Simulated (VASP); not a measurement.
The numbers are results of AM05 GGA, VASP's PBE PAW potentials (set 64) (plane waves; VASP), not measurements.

A VASP calculation is set up with these files.

File POSCAR:
```
SrTiO3
1
    3.9006705013     0.0000000000     0.0000000000
   -0.0000000000     3.9006705013     0.0000000000
   -0.0000000000    -0.0000000000     3.9006705013
Sr Ti O
1 1 3
Direct
  0.0000000000   0.0000000000   0.0000000000
  0.5000000000   0.5000000000   0.5000000000
  0.5000000000   0.0000000000   0.5000000000
  0.0000000000   0.5000000000   0.5000000000
  0.5000000000   0.5000000000   0.0000000000
```

**KPOINTS**
```
K-points
0
gamma
5 5 5
```

**INCAR**
```
SYSTEM=SrTiO3
PREC=Accurate; ENCUT=520; LREAL=.False.
LASPH=.True.
EDIFF=1E-6; NELM=100; ALGO=Normal
LMAXMIX=4
ISMEAR=0; SIGMA=0.05
GGA=AM
IBRION=2; NSW=60; ISIF=3
EDIFFG=-0.02
LWAVE=.False.; LCHARG=.False.
```

POTCAR, in this order: Sr_sv Ti_sv O (PBE.64 set). Program: vasp_std.

The resulting files:

OSZICAR:
```
       N       E                     dE             d eps       ncg     rms          rms(c)
DAV:   1     0.454937096486E+03    0.45494E+03   -0.21745E+04   480   0.185E+03
DAV:   2     0.720973918355E+00   -0.45422E+03   -0.44762E+03   544   0.503E+02
DAV:   3    -0.483703096563E+02   -0.49091E+02   -0.49033E+02   712   0.153E+02
DAV:   4    -0.503012428878E+02   -0.19309E+01   -0.19300E+01   664   0.284E+01
DAV:   5    -0.503657636492E+02   -0.64521E-01   -0.64517E-01   688   0.401E+00    0.277E+01
DAV:   6    -0.409030370942E+02    0.94627E+01   -0.61007E+01   720   0.734E+01    0.167E+01
DAV:   7    -0.409283417856E+02   -0.25305E-01   -0.81820E+00   600   0.222E+01    0.109E+01
DAV:   8    -0.409937775467E+02   -0.65436E-01   -0.21401E+00   600   0.161E+01    0.354E+00
DAV:   9    -0.408612471998E+02    0.13253E+00   -0.59488E-01   568   0.816E+00    0.888E-01
DAV:  10    -0.408656714058E+02   -0.44242E-02   -0.11656E-01   648   0.249E+00    0.741E-01
DAV:  11    -0.408584740529E+02    0.71974E-02   -0.47768E-02   728   0.187E+00    0.132E-01
DAV:  12    -0.408584946947E+02   -0.20642E-04   -0.21538E-03   632   0.527E-01    0.527E-02
DAV:  13    -0.408585506814E+02   -0.55987E-04   -0.20442E-04   704   0.112E-01    0.334E-02
DAV:  14    -0.408585497607E+02    0.92074E-06   -0.29932E-05   664   0.498E-02    0.145E-02
DAV:  15    -0.408585492651E+02    0.49555E-06   -0.30692E-05   640   0.531E-02    0.977E-03
DAV:  16    -0.408585497083E+02   -0.44313E-06   -0.64315E-06   480   0.297E-02
   1 F= -.40858550E+02 E0= -.40858550E+02  d E =-.408585E+02
```

OUTCAR:
```
------------------------ aborting loop because EDIFF is reached ----------------------------------------
  FORCE on cell =-STRESS in cart. coord.  units (eV):
  Direction    XX          YY          ZZ          XY          YZ          ZX
  --------------------------------------------------------------------------------------
  Total        0.0089562      0.0089562      0.0089562      0.0000000     -0.0000000      0.0000000
  in kB        0.2417785      0.2417785      0.2417785      0.0000000     -0.0000000      0.0000000
  external PRESSURE =       0.2417785 kB  Pullay stress =       0.0000000 kB
  volume of cell :       59.35
      direct lattice vectors                 reciprocal lattice vectors
     3.900670501  0.000000000  0.000000000     0.256366181  0.000000000  0.000000000
     0.000000000  3.900670501  0.000000000     0.000000000  0.256366181  0.000000000
     0.000000000  0.000000000  3.900670501     0.000000000  0.000000000  0.256366181
 POSITION                                       TOTAL-FORCE (eV/Angst)
 -----------------------------------------------------------------------------------
      0.00000      0.00000      0.00000         0.000000      0.000000      0.000000
      1.95034      1.95034      1.95034         0.000000      0.000000      0.000000
      1.95034      0.00000      1.95034         0.000000      0.000000      0.000000
      0.00000      1.95034      1.95034         0.000000      0.000000      0.000000
      1.95034      1.95034      0.00000         0.000000      0.000000      0.000000
 -----------------------------------------------------------------------------------
    total drift:                                0.000000      0.000000     -0.000000
  FREE ENERGIE OF THE ION-ELECTRON SYSTEM (eV)
  ---------------------------------------------------
  free  energy   TOTEN  =       -40.8585497083 eV

  energy  without entropy=      -40.8585497083  energy(sigma->0) =      -40.85854971

 reached required accuracy - stopping structural energy minimisation
```
(Selected blocks of OUTCAR.)

The compound is SrTiO3 in the cubic perovskite structure, the ideal cubic form; the compound distorts at low or room temperature. It was relaxed first. The start is the result of an earlier pass.
